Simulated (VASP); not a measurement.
Consider the following.

```
CELL_PARAMETERS angstrom
      2.11380    -3.66120     0.00000
      2.11380     3.66120     0.00000
      0.00000     0.00000     7.05593
ATOMIC_POSITIONS crystal
  Mg 0.00000 0.00000 0.00000
  I  0.33333 0.66667 0.24251
  I  0.66667 0.33333 0.75749
```

Computed with vdW-DF-cx, VASP's PBE PAW potentials (set 64) (plane waves; VASP). Settings: 520 eV cut-off, 6×6×4 Γ-centred mesh, Gaussian smearing of 0.050 eV, potentials Mg I.

### Question
The ions and cell shape at fixed volume are relaxed. What does this cell relax into?

### Answer

```
CELL_PARAMETERS angstrom
      2.09079    -3.62136     0.00000
      2.09079     3.62136     0.00000
      0.00000     0.00000     7.21206
ATOMIC_POSITIONS crystal
  Mg 0.00000 0.00000 0.00000
  I  0.33333 0.66667 0.23258
  I  0.66667 0.33333 0.76742
```
Space group P-3m1 (164), at a tolerance of 0.03 Å.

### Question
How much energy does the relaxation gain?

### Answer
The energy (σ→0) changes by -5.7 meV/atom, in 6 ionic steps.

```tsv
step	E(σ→0) (eV)	max force (eV/Å)	pressure (GPa)	volume (Å³)
1	-2.6682	0.239	-1.60	109.21
2	-2.6731	0.187	-1.45	109.21
3	-2.6808	0.027	-1.00	109.21
4	-2.6810	0.004	-0.91	109.21
5	-2.6836	0.005	-0.80	109.21
6	-2.6853	0.003	-0.61	109.21
```

The compound is MgI2 in the 1T layered structure. This cell is one point of a volume scan, at 1.06 of the reference volume. Symmetry was kept, so distortions that lower it aren't found.
